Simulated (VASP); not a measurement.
TiMoSe3:

```
Ti Mo Se
1.0
    -2.74950    3.16630    4.07863
     2.74950   -3.16630    4.07863
     2.74950    3.16630   -4.07863
Ti Mo Se
1 1 3
Direct
  0.50000 0.50000 0.00000
  0.00000 0.50000 0.50000
  0.50000 0.00000 0.50000
  0.83256 0.83256 0.00000
  0.16744 0.16744 0.00000
```

The cell was built by a generator and needn't be a form met in nature.

* Program: VASP 6.6.1
* Task: relaxation of cell and atoms
* Functional: PBE
* Potentials or basis: VASP PAW PBE potentials, release 64 (Ti_sv, Mo_sv, Se)
* Cutoff: 520 eV
* k mesh: 4 × 4 × 4
* Occupations: gaussian, width 0.15 eV
* Spin: no spin polarisation

At the start: pressure -13.1 GPa; volume 28.41 Å³/atom.

Q: How do energy, volume and symmetry change on relaxing?

A: Over 20 steps the energy falls by 648.5 meV/atom and the volume is 20.25 Å³/atom (-28.7 %); space group Immm (No. 71, to 0.05 Å).

Step by step:
```csv
step,energy change (eV),largest force (eV/Å),pressure (GPa),volume (Å³)
1,0.0000,1.4012,-13.12,142.03
2,-2.5867,0.9525,13.13,98.55
3,-2.9619,0.9314,1.56,106.81
4,-3.1396,0.2872,0.52,108.08
5,-3.1449,0.1812,0.36,108.32
6,-3.1584,0.0565,-1.50,109.16
7,-3.1590,0.0777,-1.47,109.04
8,-3.1721,0.0022,-1.14,107.80
9,-3.1974,0.2175,-0.13,104.06
10,-3.1122,0.9664,3.82,96.54
11,-3.2002,0.2521,0.21,103.39
12,-3.2194,0.2395,0.05,102.40
13,-3.2192,0.2360,0.93,99.29
14,-3.2349,0.2271,0.24,101.25
15,-3.2369,0.2360,0.35,100.37
16,-3.2377,0.2264,0.41,100.67
17,-3.2377,0.2277,0.34,100.75
18,-3.2408,0.1268,-0.12,101.30
19,-3.2412,0.0820,-0.32,101.58
20,-3.2423,0.0325,-0.09,101.23
```

Final structure:
```cif
data_structure
_symmetry_space_group_name_H-M 'P 1'
_symmetry_Int_Tables_number 1
_cell_length_a 5.4051
_cell_length_b 5.4051
_cell_length_c 5.4051
_cell_angle_alpha 128.910
_cell_angle_beta 121.189
_cell_angle_gamma 81.607
_cell_volume 101.23
loop_
_atom_site_label
_atom_site_type_symbol
_atom_site_fract_x
_atom_site_fract_y
_atom_site_fract_z
_atom_site_occupancy
Ti1 Ti 0.50000 0.50000 0.00000 1
Mo1 Mo 0.00000 0.50000 0.50000 1
Se1 Se 0.50000 0.00000 0.50000 1
Se2 Se 0.81420 0.81420 0.00000 1
Se3 Se 0.18580 0.18580 0.00000 1
```

Caveat: the k mesh is coarse (spacing up to 0.38 Å⁻¹), so the values aren't converged; the volume moved by over 15 % at a fixed basis, so the end points are rough.
